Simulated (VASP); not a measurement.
Consider the following.

```yaml
crystal:
  lattice:
    - [-2.37166, 2.37166, 1.31775]
    - [2.37166, -2.37166, 1.31775]
    - [2.37166, 2.37166, -1.31775]
  atoms:
    - { symbol: Si, position: [0.25000, 0.75000, 0.50000] }
    - { symbol: Si, position: [0.50000, 0.50000, 0.00000] }
```

Calculation: LDA (Ceperley-Alder, Perdew-Zunger), VASP's LDA PAW potentials (set 64) (plane waves; VASP). Numerical set-up: 400 eV cut-off, Gaussian smearing of 0.050 eV, potentials Si.

Question: Give the energies of bands 1 to 7 at the high-symmetry points, in eV from the Fermi level.

Answer: 
```
band       Γ       X      M      Z      P      N
----  ------  ------  -----  -----  -----  -----
1     -13.93  -10.78  -8.32  -6.36  -6.27  -7.69
2      -2.49  -10.78  -8.32  -5.92  -6.27  -6.88
3      -2.49    0.36  -6.89  -4.67  -5.21  -2.14
4      -1.88    0.36  -6.89  -4.64  -5.21  -1.78
5       1.52    2.65   5.72  -4.64   4.22  -1.49
6       7.60    2.65   5.72   6.17   4.22   1.06
7       9.05    8.30  13.16   6.36   6.18   4.57
```

It has no gap at this level: it comes out as a metal or semimetal.

The structure comes from a computed database's Si entry (I4_1/amd); how it stands against other phases isn't given here. It was relaxed first.
